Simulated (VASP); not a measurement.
Input of a VASP 6.6.1 run:

INCAR

```
PREC     = Accurate       # precision mode
ENCUT    = 520            # plane-wave cutoff, eV
EDIFF    = 1E-8           # SCF threshold, eV
ISMEAR   = 0              # smearing method
SIGMA    = 0.02           # smearing width, eV
LREAL    = False          # projectors in reciprocal space
LASPH    = True           # aspherical terms in the spheres
NELM     = 80             # most SCF steps
ALGO     = Fast           # electronic algorithm
ISIF     = 2              # what is computed and relaxed
LWAVE    = False          # write WAVECAR
LCHARG   = False          # write CHGCAR
GGA      = PE             # functional
LEPSILON = True           # dielectric tensor by DFPT
IBRION   = 8              # ionic algorithm
NSW      = 1              # ionic steps
KPAR     = 4
```

Contents of KPOINTS:

```
Automatic mesh
0
Gamma
  12 12 6
```

File POSCAR:

```
ZnO                                     
1.0
    3.2493080000      0.0000000000      0.0000000000
   -1.6246540000      2.8139832700      0.0000000000
    0.0000000000      0.0000000000      5.2057090000
  Zn              O             
     2     2
Direct
     0.3333333300000021    0.6666666699999979    0.4989700360265197
     0.6666666699999979    0.3333333300000021    0.9989700360265197
     0.6666666699999979    0.3333333300000021    0.3800399639734813
     0.3333333300000021    0.6666666699999979    0.8800399639734813
```

Potentials or basis: VASP PAW PBE potentials, release 64 (Zn, O).

The run is started by

```bash
$ cat potpaw_PBE.64/Zn/POTCAR potpaw_PBE.64/O/POTCAR > POTCAR
$ mpirun -np 4 vasp_std > vasp.out
```

Question: Estimate the electronic dielectric tensor (diagonal).

Answer: 5.35, 5.35, 5.34.

Question: Predict the Born charges (mean of the diagonal).

Answer: Zn +2.13; O -2.13 e.

Question: What does it give for the band gap on the k mesh?

Answer: 0.79 eV, direct.

Question: What does it give for the highest phonon frequency at Γ, LO-TO splitting left out?

Answer: 538 cm⁻¹.

Born effective charge tensors (e):
atom 1, Zn
```
2.12 0.00 0.00
0.00 2.12 0.00
0.00 0.00 2.16
```
atom 2, Zn
```
2.12 0.00 0.00
0.00 2.12 0.00
0.00 0.00 2.16
```
atom 3, O
```
-2.12  0.00  0.00
 0.00 -2.12  0.00
 0.00  0.00 -2.16
```
atom 4, O
```
-2.12  0.00  0.00
 0.00 -2.12  0.00
 0.00  0.00 -2.16
```

**Measured values to compare with.**

From “Electronic structure of alkaline earth and post-transition metal oxides”, 2009, arxiv:0908.1581, for a bulk crystal of ZnO: band gap 3.37 eV.

A measured gap of ZnO is 3.37 eV (quoted in “Electronic structure of alkaline earth and post-transition metal oxides”, 2009, arxiv:0908.1581); the calculated 0.79 eV misses it by -2.58 eV. So large a miss can be the level of theory's own, or it may mean another phase, state or a wrong row. The value is that of PBE, without temperature or zero-point motion. Semilocal functionals fall short of measured gaps as a rule.
